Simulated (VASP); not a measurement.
Computed with PBE GGA, VASP's PBE PAW potentials (set 64) (plane waves; VASP).

The input files of a VASP run:

File POSCAR:
```
Ni3Si
1
    3.5100000000     0.0000000000     0.0000000000
    0.0000000000     4.9638900000     0.0000000000
    0.0000000000     0.0000000000    24.6868000000
Si Ni
4 12
Direct
  0.0000000000   0.7857950000   0.3743300000
  0.0000000000   0.2857950000   0.4748650000
  0.0000000000   0.7857950000   0.5754050000
  0.0000000000   0.2857950000   0.6759400000
  0.5000000000   0.5357950000   0.3240600000
  0.5000000000   0.0357950000   0.3240600000
  0.0000000000   0.2857950000   0.3743300000
  0.5000000000   0.0357950000   0.4245990000
  0.5000000000   0.5357950000   0.4245990000
  0.0000000000   0.7857950000   0.4748650000
  0.5000000000   0.5357950000   0.5251350000
  0.5000000000   0.0357950000   0.5251350000
  0.0000000000   0.2857950000   0.5754050000
  0.5000000000   0.0357950000   0.6256700000
  0.5000000000   0.5357950000   0.6256700000
  0.0000000000   0.7857950000   0.6759400000
```

KPOINTS:
```
Automatic mesh
0
Gamma
9 7 1
0 0 0
```

### INCAR
```
SYSTEM = Ni3Si
PREC = Accurate; ENCUT = 300; LREAL = Auto
LASPH = T
EDIFF = 1E-6; NELM = 100; ALGO = Normal
LMAXMIX = 4
ISMEAR = 1; SIGMA = 0.1
GGA = PE
ISIF = 2
LWAVE = F; LCHARG = F
```

POTCAR, in this order: Si Ni (PBE.64 set). Program: vasp_std.

Output

OSZICAR:
```
       N       E                     dE             d eps       ncg     rms          rms(c)
DAV:   1     0.823179276095E+03    0.82318E+03   -0.44330E+04  3272   0.118E+03
DAV:   2    -0.290156071846E+02   -0.85219E+03   -0.82461E+03  3332   0.332E+02
DAV:   3    -0.100903425607E+03   -0.71888E+02   -0.68711E+02  3526   0.130E+02
DAV:   4    -0.103579678106E+03   -0.26763E+01   -0.26435E+01  3749   0.239E+01
DAV:   5    -0.103682594884E+03   -0.10292E+00   -0.10281E+00  4136   0.406E+00    0.365E+01
DAV:   6    -0.110543267772E+03   -0.68607E+01   -0.26376E+02  3767   0.153E+02    0.427E+01
DAV:   7    -0.100517153652E+03    0.10026E+02   -0.99115E+01  3848   0.144E+02    0.440E+01
DAV:   8    -0.111165341067E+03   -0.10648E+02   -0.12500E+02  4692   0.130E+02    0.577E+01
DAV:   9    -0.101158139478E+03    0.10007E+02   -0.11748E+02  4736   0.746E+01    0.325E+01
DAV:  10    -0.938993478064E+02    0.72588E+01   -0.33749E+01  5110   0.779E+01    0.262E+01
DAV:  11    -0.904485991955E+02    0.34507E+01   -0.26860E+01  4837   0.498E+01    0.102E+01
DAV:  12    -0.903038030150E+02    0.14480E+00   -0.79960E+00  4853   0.444E+01    0.109E+01
DAV:  13    -0.897505970921E+02    0.55321E+00   -0.45938E+00  4030   0.305E+01    0.524E+00
DAV:  14    -0.900143131981E+02   -0.26372E+00   -0.31747E+00  4240   0.220E+01    0.792E+00
DAV:  15    -0.897144762992E+02    0.29984E+00   -0.10168E+00  3906   0.164E+01    0.448E+00
DAV:  16    -0.896850826019E+02    0.29394E-01   -0.25842E-01  4287   0.557E+00    0.352E+00
DAV:  17    -0.896490737666E+02    0.36009E-01   -0.38059E-01  4269   0.792E+00    0.244E+00
DAV:  18    -0.896254856214E+02    0.23588E-01   -0.23589E-01  4694   0.560E+00    0.197E+00
DAV:  19    -0.896217467874E+02    0.37388E-02   -0.83257E-02  4298   0.399E+00    0.145E+00
DAV:  20    -0.896159204069E+02    0.58264E-02   -0.11136E-01  4119   0.425E+00    0.107E+00
DAV:  21    -0.896121627565E+02    0.37577E-02   -0.48731E-02  4388   0.214E+00    0.592E-01
DAV:  22    -0.896106051171E+02    0.15576E-02   -0.60059E-03  4036   0.837E-01    0.238E-01
DAV:  23    -0.896104236205E+02    0.18150E-03   -0.21943E-03  4694   0.452E-01    0.106E-01
DAV:  24    -0.896104810030E+02   -0.57382E-04   -0.85501E-04  3727   0.292E-01    0.695E-02
DAV:  25    -0.896106391129E+02   -0.15811E-03   -0.22886E-04  3624   0.183E-01    0.429E-02
DAV:  26    -0.896108957000E+02   -0.25659E-03   -0.11221E-04  3382   0.812E-02    0.364E-02
DAV:  27    -0.896110486587E+02   -0.15296E-03   -0.38570E-05  4364   0.637E-02    0.168E-02
DAV:  28    -0.896111867538E+02   -0.13810E-03   -0.42484E-05  3561   0.457E-02    0.213E-02
DAV:  29    -0.896112299990E+02   -0.43245E-04   -0.14519E-05  3607   0.392E-02    0.646E-03
DAV:  30    -0.896112561825E+02   -0.26183E-04   -0.48306E-06  2898   0.169E-02    0.390E-03
DAV:  31    -0.896113013766E+02   -0.45194E-04   -0.44905E-06  2910   0.125E-02    0.457E-03
DAV:  32    -0.896113179008E+02   -0.16524E-04   -0.13230E-06  2281   0.949E-03    0.334E-03
DAV:  33    -0.896113311623E+02   -0.13262E-04   -0.62049E-07  2028   0.616E-03    0.295E-03
DAV:  34    -0.896113499197E+02   -0.18757E-04   -0.85302E-07  2180   0.557E-03    0.125E-03
DAV:  35    -0.896113607849E+02   -0.10865E-04   -0.48889E-07  2085   0.218E-03    0.122E-03
DAV:  36    -0.896113646884E+02   -0.39035E-05   -0.18073E-07  2014   0.217E-03    0.559E-04
DAV:  37    -0.896113661800E+02   -0.14915E-05   -0.81941E-08  1966   0.147E-03    0.463E-04
DAV:  38    -0.896113665570E+02   -0.37705E-06   -0.30903E-08  1843   0.137E-03
   1 F= -.89611367E+02 E0= -.89610721E+02  d E =-.193686E-02
```

**OUTCAR**
```
------------------------ aborting loop because EDIFF is reached ----------------------------------------
  FORCE on cell =-STRESS in cart. coord.  units (eV):
  Direction    XX          YY          ZZ          XY          YZ          ZX
  --------------------------------------------------------------------------------------
  Total       -6.2132713     -8.8442306     -5.1396722      0.0000000      0.0000000      0.0000000
  in kB      -23.1439156    -32.9440188    -19.1448489      0.0000000      0.0000000      0.0000000
  external PRESSURE =     -25.0775944 kB  Pullay stress =       0.0000000 kB
  volume of cell :      430.12
      direct lattice vectors                 reciprocal lattice vectors
     3.510000000  0.000000000  0.000000000     0.284900285  0.000000000  0.000000000
     0.000000000  4.963890000  0.000000000     0.000000000  0.201454907  0.000000000
     0.000000000  0.000000000 24.686800000     0.000000000  0.000000000  0.040507478
 POSITION                                       TOTAL-FORCE (eV/Angst)
 -----------------------------------------------------------------------------------
      0.00000      3.90060      9.24101         0.000000      0.000000     -0.561814
      0.00000      1.41865     11.72290         0.000000      0.000000     -0.130040
      0.00000      3.90060     14.20491         0.000000      0.000000      0.128134
      0.00000      1.41865     16.68680         0.000000      0.000000     -1.193399
      1.75500      2.65963      8.00000         0.000000      0.338391      0.674715
      1.75500      0.17768      8.00000         0.000000     -0.338391      0.674715
      0.00000      1.41865      9.24101         0.000000      0.000000     -0.308624
      1.75500      0.17768     10.48199         0.000000      0.039979     -0.114250
      1.75500      2.65963     10.48199         0.000000     -0.039979     -0.114250
      0.00000      3.90060     11.72290         0.000000      0.000000     -0.101619
      1.75500      2.65963     12.96390         0.000000     -0.019658      0.031835
      1.75500      0.17768     12.96390         0.000000      0.019658      0.031835
      0.00000      1.41865     14.20491         0.000000      0.000000     -0.080516
      1.75500      0.17768     15.44579         0.000000      0.053554      0.705311
      1.75500      2.65963     15.44579         0.000000     -0.053554      0.705311
      0.00000      3.90060     16.68680         0.000000      0.000000     -0.347341
 -----------------------------------------------------------------------------------
    total drift:                               -0.000000      0.000090     -0.000364
  FREE ENERGIE OF THE ION-ELECTRON SYSTEM (eV)
  ---------------------------------------------------
  free  energy   TOTEN  =       -89.6113665570 eV

  energy  without entropy=      -89.6094296962  energy(sigma->0) =      -89.61072094
```
(Selected blocks of OUTCAR.)

At this cut-off the stress carries a Pulay error, which pulls relaxed volumes low. The cell holds a wide vacuum, so values per volume refer to the whole cell.

The cell is a sheet with vacuum, built from a generated structure. The run is not spin-polarised, so no magnetic state was tried.
